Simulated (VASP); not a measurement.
Output of a VASP run:

OSZICAR:
```
       N       E                     dE             d eps       ncg     rms          rms(c)
DAV:   1     0.178886884571E+01    0.17889E+01   -0.39094E+03   896   0.741E+02
DAV:   2    -0.488877621983E+01   -0.66776E+01   -0.64041E+01  1416   0.767E+01
DAV:   3    -0.498257877377E+01   -0.93803E-01   -0.90462E-01  1176   0.661E+00
DAV:   4    -0.498304584749E+01   -0.46707E-03   -0.46056E-03  1416   0.377E-01
DAV:   5    -0.498304609229E+01   -0.24480E-06   -0.24442E-06  1200   0.779E-03    0.156E+01
DAV:   6    -0.498212462644E+01    0.92147E-03   -0.12882E-02  1048   0.973E-01    0.932E+00
DAV:   7    -0.498588269560E+01   -0.37581E-02   -0.20749E-02  1064   0.124E+00    0.152E-01
DAV:   8    -0.498563786842E+01    0.24483E-03   -0.98238E-04   952   0.268E-01    0.221E-02
DAV:   9    -0.498564061972E+01   -0.27513E-05   -0.38595E-05  1472   0.604E-02    0.117E-02
DAV:  10    -0.498563957318E+01    0.10465E-05   -0.37355E-06   968   0.166E-02    0.126E-02
DAV:  11    -0.498563965924E+01   -0.86063E-07   -0.51140E-07   544   0.612E-03
   1 F= -.49856397E+01 E0= -.49857572E+01  d E =-.498564E+01
       N       E                     dE             d eps       ncg     rms          rms(c)
DAV:   1    -0.519333649724E+01   -0.20770E+00   -0.42322E+00   896   0.173E+01    0.209E+00
DAV:   2    -0.505258159645E+01    0.14075E+00   -0.16980E-01   896   0.421E+00    0.110E+00
DAV:   3    -0.500163919130E+01    0.50942E-01   -0.19810E-01  1032   0.385E+00    0.595E-01
DAV:   4    -0.500151480313E+01    0.12439E-03   -0.16631E-03   904   0.403E-01    0.480E-01
DAV:   5    -0.500138716858E+01    0.12763E-03   -0.14001E-03   968   0.275E-01    0.404E-02
DAV:   6    -0.500138452963E+01    0.26390E-05   -0.16375E-05  1168   0.447E-02    0.294E-02
DAV:   7    -0.500138047409E+01    0.40555E-05   -0.84327E-06  1040   0.272E-02    0.260E-03
DAV:   8    -0.500138053810E+01   -0.64014E-07   -0.77911E-08   456   0.314E-03
   2 F= -.50013805E+01 E0= -.50015225E+01  d E =-.157409E-01
       N       E                     dE             d eps       ncg     rms          rms(c)
DAV:   1    -0.500561749457E+01   -0.42370E-02   -0.84572E-02   896   0.246E+00    0.293E-01
DAV:   2    -0.500285488167E+01    0.27626E-02   -0.33923E-03   896   0.584E-01    0.155E-01
DAV:   3    -0.500185044682E+01    0.10044E-02   -0.39602E-03  1016   0.540E-01    0.848E-02
DAV:   4    -0.500184780942E+01    0.26374E-05   -0.33076E-05   896   0.576E-02    0.712E-02
DAV:   5    -0.500184060980E+01    0.71996E-05   -0.30544E-05   952   0.408E-02    0.520E-03
DAV:   6    -0.500184062230E+01   -0.12503E-07   -0.33450E-07   568   0.692E-03
   3 F= -.50018406E+01 E0= -.50019829E+01  d E =-.162010E-01
```

File OUTCAR:
```
------------------------ aborting loop because EDIFF is reached ----------------------------------------
  FORCE on cell =-STRESS in cart. coord.  units (eV):
  Direction    XX          YY          ZZ          XY          YZ          ZX
  --------------------------------------------------------------------------------------
  Total        0.0042660      0.0042660      0.0042660     -0.0000000      0.0000000     -0.0000000
  in kB        0.2279800      0.2279800      0.2279800     -0.0000000      0.0000000     -0.0000000
  external PRESSURE =       0.2279800 kB  Pullay stress =       0.0000000 kB
  volume of cell :       29.98
      direct lattice vectors                 reciprocal lattice vectors
     0.000000000  2.465678397  2.465678397    -0.202783948  0.202783948  0.202783948
     2.465678397 -0.000000000  2.465678397     0.202783948 -0.202783948  0.202783948
     2.465678397  2.465678397  0.000000000     0.202783948  0.202783948 -0.202783948
 POSITION                                       TOTAL-FORCE (eV/Angst)
 -----------------------------------------------------------------------------------
      0.00000     -0.00000      0.00000        -0.000000      0.000000     -0.000000
 -----------------------------------------------------------------------------------
    total drift:                               -0.000000     -0.000000      0.000000
  FREE ENERGIE OF THE ION-ELECTRON SYSTEM (eV)
  ---------------------------------------------------
  free  energy   TOTEN  =        -5.0018406223 eV

  energy  without entropy=       -5.0022675578  energy(sigma->0) =       -5.00198293

 reached required accuracy - stopping structural energy minimisation
```
(Selected blocks of OUTCAR.)

### POSCAR
```
Tb
1
    0.0000000000     2.5182760000     2.5182760000
    2.5182760000     0.0000000000     2.5182760000
    2.5182760000     2.5182760000     0.0000000000
Tb
1
Direct
  0.0000000000   0.0000000000   0.0000000000
```

Problem. Write an INCAR and KPOINTS that could have produced this output.

Solution. Several could match; the one computed here: the input of the run itself, PBEsol GGA, plane waves, VASP's PBE PAW potentials (set 64).

### INCAR
```
NSW  =  60
LWAVE  =  .False.
LREAL  =  .False.   # projection in real space or not
LCHARG  =  .False.
GGA  =  PS   # PBEsol
ALGO  =  Normal   # blocked Davidson
EDIFF  =  1E-6
LMAXMIX  =  6   # l cut-off of mixed one-centre charges
LASPH  =  .True.   # aspherical one-centre terms
EDIFFG  =  -0.01
PREC  =  Accurate
IBRION  =  2   # conjugate gradients
SYSTEM  =  Tb
SIGMA  =  0.1   # width (eV)
ENCUT  =  400   # plane-wave cut-off (eV)
ISIF  =  3
ISMEAR  =  1   # Methfessel-Paxton
NELM  =  100   # most electronic steps
```

KPOINTS:
```
Automatic mesh
0
Gamma
 11 11 11
0 0 0
```

POTCAR, in this order: Tb_3 (PBE.64 set). Program: vasp_std.

The 4f electrons are frozen in the core of the lanthanide potential, so 4f levels, which can set the real gap, and their magnetism are missing. Energy and stress use the plane-wave basis of the starting cell.

The structure was generated: Tb was put into the fcc type (Fm-3m), which need not be its known phase. This run relaxes it. Symmetry was kept, so distortions that lower it aren't found.
